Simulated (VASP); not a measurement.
A run of VASP 6.6.1:

File INCAR:

```
PREC = Accurate
ENCUT = 520
EDIFF = 1E-6
ISMEAR = -1
SIGMA = 0.1
LREAL = F
LASPH = T
NELM = 100
ALGO = Fast
ISIF = 2
LWAVE = F
LCHARG = F
GGA = PE
NBANDS = 38
```

The input KPOINTS:

```
regular mesh
0
Gamma
  3 4 4
```

File POSCAR:

```
LuSi2Ru2
1.0
    5.5365460000     -0.3633360000      0.1311070000
    0.4399780000      3.6472020000      0.1591500000
    0.3955190000     -0.2344650000      3.9951680000
Lu Ru Si
1 2 2
Direct
    0.3887912079      0.2343475973      0.2123736301
    0.1658129872      0.6495557704      0.7357485232
    0.8662080580      0.5390655096      0.2442847921
    0.5826139666      0.6696532846      0.6767797776
    0.9122900650      0.1459845908      0.7242764106
```

Potentials or basis: VASP PAW PBE potentials, release 64 (Lu, Ru_pv, Si).

Command:

```bash
$ cat potpaw_PBE.64/Lu/POTCAR potpaw_PBE.64/Ru_pv/POTCAR potpaw_PBE.64/Si/POTCAR > POTCAR
$ mpirun -np 1 vasp_std > vasp.out
```

Hardware: 1 thread of Intel(R) Xeon(R) Platinum 8259CL CPU @ 2.50GHz (Skylake/Cascade Lake), on a shared host.

Task: How long does it take, and how much memory?

Result: Wall time 3.5 min on 1 thread of Intel(R) Xeon(R) Platinum 8259CL CPU @ 2.50GHz (Skylake/Cascade Lake), on a shared host, peak memory 0.24 GiB. Counts: scf iterations 35, k points 26.
